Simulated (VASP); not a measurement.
Relaxed, unreconstructed slabs of Pd (fcc). Level of theory: PBEsol GGA, VASP's PBE PAW potentials (set 64) (plane waves; VASP).

Slab and bulk use different k-meshes, so the surface energy is good to a few per cent at best.

Order the faces (111) [5 atoms], (110) [8 atoms], (210) [12 atoms], (100) [6 atoms] by surface energy, lowest first.

(111) [5 atoms] (1.71 J/m²), (100) [6 atoms] (1.91 J/m²), (110) [8 atoms] (2.00 J/m²), (210) [12 atoms] (2.07 J/m²)

And what are their work functions?

(111) [5 atoms] 5.39 eV, (110) [8 atoms] 4.86 eV, (210) [12 atoms] 4.83 eV, (100) [6 atoms] 5.20 eV.

Runs of the series that failed, ran out of time, didn't relax or are held back are left out, and each face is given by its thickest slab.

The cell is a thin slab with vacuum, built from Pd (fcc).
